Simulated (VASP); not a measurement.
Given:

```xyz
4
Lattice="1.6250 -2.8146 0.0000 1.6250 2.8146 0.0000 0.0000 0.0000 5.2100" Properties=species:S:1:pos:R:3 pbc="T T T"
Zn     1.6250    -0.9382     2.6050
Zn     1.6250     0.9382     0.0000
O      1.6250    -0.9382     4.5952
O      1.6250     0.9382     1.9902
```

These are PBE GGA, VASP's PBE PAW potentials (set 64) (plane waves; VASP) values and carry that method's errors. Run with 520 eV cut-off, 7×7×4 Γ-centred mesh, Gaussian smearing of 0.050 eV, potentials Zn O.

Q: Estimate the energy per atom (σ→0), pressure.

A: 
```json
{
 "energy per atom (σ→0)": "-429.9 kJ/mol of atoms",
 "pressure": "58.1 kbar"
}
```

Only differences to runs with the same potentials and settings are physical.

The compound is ZnO in the wurtzite structure. The cell was not relaxed at this level.
